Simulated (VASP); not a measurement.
Write the native input for VASP 6.6.1 that does the following.

| Item | Value |
| --- | --- |
| Task | relaxation of cell and atoms |
| Functional | PBE |
| Potentials or basis | VASP PAW PBE potentials, release 64 (In_d, Sb, As) |
| Cutoff | 520 eV |
| k mesh | 4 × 4 × 2 |
| Occupations | gaussian, width 0.15 eV |
| Spin | no spin polarisation |
| Further INCAR settings | PREC = Normal; ALGO = Fast; EDIFF = 0.0001; IBRION = 2; EDIFFG = -0.08; NSW = 24; ISIF = 3 |

The structure of InSb2As3 lies in POSCAR:

```
InSb2As3
1.0
    4.0000000000      0.0000000000      0.0000000000
   -2.0000000000      3.4641016200      0.0000000000
    0.0000000000      0.0000000000     10.8300000000
In Sb As
1 2 3
Direct
    0.0000000000      0.0000000000      0.0000000000
    0.6666666700      0.3333333300      0.3330000000
    0.3333333300      0.6666666700      0.6670000000
    0.0000000000      0.0000000000      0.4630000000
    0.3333333300      0.6666666700      0.1300000000
    0.6666666700      0.3333333300      0.7970000000
```

The cell was built by a generator and needn't be a form met in nature.

One way to write it, as run:

INCAR

```
SYSTEM = InSb2As3
PREC     = Normal         ! precision mode
ENCUT    = 520            ! plane-wave cutoff, eV
EDIFF    = 1E-4           ! SCF threshold, eV
ISMEAR   = 0              ! smearing method
SIGMA    = 0.15           ! smearing width, eV
LREAL    = .False.        ! projectors in reciprocal space
LASPH    = .True.         ! aspherical terms in the spheres
NELM     = 60             ! most SCF steps
ALGO     = Fast           ! electronic algorithm
ISIF     = 3              ! what is computed and relaxed
LWAVE    = .False.        ! write WAVECAR
LCHARG   = .False.        ! write CHGCAR
GGA      = PE             ! functional
IBRION   = 2              ! ionic algorithm
NSW      = 24             ! ionic steps
EDIFFG   = -0.08          ! ionic threshold
KPAR     = 2
```

KPOINTS

```
regular mesh
0
Gamma
  4 4 2
  0 0 0
```

Potentials or basis: VASP PAW PBE potentials, release 64 (In_d, Sb, As).

Run with:

```sh
$ cat potpaw_PBE.64/In_d/POTCAR potpaw_PBE.64/Sb/POTCAR potpaw_PBE.64/As/POTCAR > POTCAR
$ mpirun -np 2 vasp_std > vasp.out
```

Results of the run:

| Item | Value |
| --- | --- |
| Relaxed volume | 24.51 Å³/atom |
| Relaxed cell | a = 4.123 Å, b = 4.123 Å, c = 9.988 Å, α = 90.00°, β = 90.00°, γ = 120.00° |
| Space group after relaxing (to 0.05 Å) | P3m1 (No. 156) |
| Energy gained by relaxing | 50.9 meV/atom |
| Ionic steps | 24 |
| Pressure after relaxing | 0.1 GPa |
| Largest force after relaxing | 0.070 eV/Å |
| Band gap on the k mesh | none (metal or under the smearing width) |

Caveat: the k mesh is coarse (spacing up to 0.45 Å⁻¹), so the values aren't converged.

It took 70 s on 2 MPI ranks on Intel(R) Xeon(R) 6975P-C (Granite Rapids), with other jobs on the host, peak memory 0.2 GiB a rank.
